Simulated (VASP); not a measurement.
All values below come from PBE GGA, VASP's PBE PAW potentials (set 64) (plane waves; VASP).

A VASP calculation is set up with these files.

**INCAR**
```
! general
SYSTEM   =  BAs
PREC     =  Accurate
ENCUT    =  520
LREAL    =  F
LASPH    =  T

! electronic loop
EDIFF    =  1E-6
NELM     =  100
ALGO     =  Normal
LMAXMIX  =  4

! smearing
ISMEAR   =  0
SIGMA    =  0.05

! functional
GGA      =  PE

! ions
ISIF     =  2

! output
LWAVE    =  F
LCHARG   =  F
```

**POSCAR**
```
BAs
1
    0.0000000000     2.3900000000     2.3900000000
    2.3900000000     0.0000000000     2.3900000000
    2.3900000000     2.3900000000     0.0000000000
B As
1 1
Direct
  0.0000000000   0.0000000000   0.0000000000
  0.2500000000   0.2500000000   0.2500000000
```

### KPOINTS
```
Regular mesh
0
Gamma
7 7 7
0 0 0
```

POTCAR, in this order: B As (PBE.64 set). Program: vasp_std.

**Question.** What will the output report for the number of irreducible k-points (NKPTS), number of bands (NBANDS), largest plane-wave count, number of space-group operations, FFT grid (NGX, NGY, NGZ)?

**Answer.** 
| Quantity | Result |
|---|---|
| number of irreducible k-points (NKPTS) | 20 |
| number of bands (NBANDS) | 8 |
| largest plane-wave count | 748 |
| number of space-group operations | 24 |
| FFT grid (NGX, NGY, NGZ) | 28 × 28 × 28 |

The compound is BAs in the zinc blende structure. The cell was not relaxed at this level.
